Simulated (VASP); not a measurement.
Wanted: the native input for a VASP 6.6.1 run.

```
Task                   : single point
Functional             : PBE
Potentials or basis    : VASP PAW PBE potentials, release 64 (Mg, Au, Cl)
Cutoff                 : 520 eV
k mesh                 : 4 × 4 × 6
Occupations            : gaussian, width 0.1 eV
Spin                   : no spin polarisation
Dipole correction      : no
Further INCAR settings : ALGO = Normal; EDIFF = 1e-06; NBANDS = 22
```

The structure of MgAuCl2 lies in POSCAR:

```
MgAuCl2
1.0
    5.3168975200      0.0000000000      0.0000000000
    0.0000000000      5.3168975200      0.0000000000
    0.0000000000      0.0000000000      2.7406746500
Mg Au Cl
1 1 2
Direct
    0.5000000000      0.5000000000      0.5000000000
    0.0000000000      0.0000000000      0.0000000000
    0.5000000000      0.0000000000      0.0000000000
    0.0000000000      0.5000000000      0.0000000000
```

The cell was built by a generator and needn't be a form met in nature.

The input as run:

INCAR

```
SYSTEM = MgAuCl2
ALGO = Normal
EDIFF = 1E-6
ENCUT = 520
GGA = PE
ISIF = 2
ISMEAR = 0
LASPH = .True.
LCHARG = .False.
LREAL = .False.
LWAVE = .False.
NBANDS = 22
NELM = 100
PREC = Accurate
SIGMA = 0.1
```

KPOINTS

```
k-points
0
Gamma
  4 4 6
  0 0 0
```

Potentials or basis: VASP PAW PBE potentials, release 64 (Mg, Au, Cl).

Run with:

```bash
$ cat potpaw_PBE.64/Mg/POTCAR potpaw_PBE.64/Au/POTCAR potpaw_PBE.64/Cl/POTCAR > POTCAR
$ mpirun -np 1 vasp_std > vasp.out
```

Results of the run:

- Pressure: 9.7 GPa
- Band gap on the k mesh: none (metal or under the smearing width)

Caveat: the k mesh is coarse (spacing up to 0.38 Å⁻¹), so the values aren't converged; an odd number of electrons without spin polarisation forces a metal; a magnetic or distorted state may lie lower.

It took 24 s on 1 thread of Intel(R) Xeon(R) Platinum 8488C (Sapphire Rapids) (shared host), peak memory 0.2 GiB.
